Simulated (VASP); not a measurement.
Output of a VASP run:

OSZICAR:
```
       N       E                     dE             d eps       ncg     rms          rms(c)
DAV:   1     0.113683905850E+03    0.11368E+03   -0.94062E+03  3646   0.148E+03
DAV:   2    -0.698513436228E+01   -0.12067E+03   -0.11553E+03  3717   0.391E+02
DAV:   3    -0.838672262607E+01   -0.14016E+01   -0.13961E+01  4263   0.480E+01
DAV:   4    -0.839441707558E+01   -0.76944E-02   -0.76938E-02  3933   0.363E+00
DAV:   5    -0.839452443253E+01   -0.10736E-03   -0.10736E-03  4192   0.410E-01    0.136E+01
DAV:   6    -0.783909512744E+01    0.55543E+00   -0.11665E+00  3813   0.166E+01    0.484E+00
DAV:   7    -0.780882989707E+01    0.30265E-01   -0.42893E-02  4251   0.281E+00    0.199E+00
DAV:   8    -0.780365320456E+01    0.51767E-02   -0.56855E-03  3765   0.126E+00    0.315E-01
DAV:   9    -0.780340233857E+01    0.25087E-03   -0.19979E-04  4251   0.241E-01    0.357E-02
DAV:  10    -0.780340907572E+01   -0.67371E-05   -0.30664E-06  4074   0.243E-02    0.579E-03
DAV:  11    -0.780340919780E+01   -0.12209E-06   -0.47679E-07  4131   0.106E-02    0.738E-04
DAV:  12    -0.780340910355E+01    0.94258E-07   -0.12447E-08  2151   0.198E-03
   1 F= -.78034091E+01 E0= -.78035937E+01  d E =0.553881E-03
```

### OUTCAR
```
------------------------ aborting loop because EDIFF is reached ----------------------------------------
  FORCE on cell =-STRESS in cart. coord.  units (eV):
  Direction    XX          YY          ZZ          XY          YZ          ZX
  --------------------------------------------------------------------------------------
  Total        1.7027620      1.7027620      1.7027620     -0.0000000      0.0000000      0.0000000
  in kB      216.3927222    216.3927222    216.3927222     -0.0000000      0.0000000      0.0000000
  external PRESSURE =     216.3927222 kB  Pullay stress =       0.0000000 kB
  volume of cell :       12.61
      direct lattice vectors                 reciprocal lattice vectors
     0.000000000  1.847271054  1.847271054    -0.270669537  0.270669537  0.270669537
     1.847271054  0.000000000  1.847271054     0.270669537 -0.270669537  0.270669537
     1.847271054  1.847271054  0.000000000     0.270669537  0.270669537 -0.270669537
 POSITION                                       TOTAL-FORCE (eV/Angst)
 -----------------------------------------------------------------------------------
      0.00000      0.00000      0.00000         0.000000     -0.000000      0.000000
 -----------------------------------------------------------------------------------
    total drift:                                0.000000      0.000000      0.000000
  FREE ENERGIE OF THE ION-ELECTRON SYSTEM (eV)
  ---------------------------------------------------
  free  energy   TOTEN  =        -7.8034091035 eV

  energy  without entropy=       -7.8039629841  energy(sigma->0) =       -7.80359373
```
(Selected blocks of OUTCAR.)

File POSCAR:
```
Rh
1
    0.0000000000     1.8472710537     1.8472710537
    1.8472710537     0.0000000000     1.8472710537
    1.8472710537     1.8472710537     0.0000000000
Rh
1
Direct
  0.0000000000   0.0000000000   0.0000000000
```

Reconstruct the remaining input files.

Several could match; the one computed here: the input of the run itself, AM05 GGA, plane waves, VASP's PBE PAW potentials (set 64).

### KPOINTS
```
K-points
0
G
  17 17 17
0 0 0
```

INCAR:
```
SYSTEM  =  Rh
PREC  =  Accurate; ENCUT  =  520; LREAL  =  .FALSE.
LASPH  =  .TRUE.
EDIFF  =  1E-7; NELM  =  100; ALGO  =  Normal
LMAXMIX  =  4
ISMEAR  =  1; SIGMA  =  0.1
GGA  =  AM
ISIF  =  2
LWAVE  =  .FALSE.; LCHARG  =  .FALSE.
```

POTCAR, in this order: Rh_pv (PBE.64 set). Program: vasp_std.

The compound is Rh in the fcc structure. This cell is one point of a volume scan, at 0.94 of the reference volume.
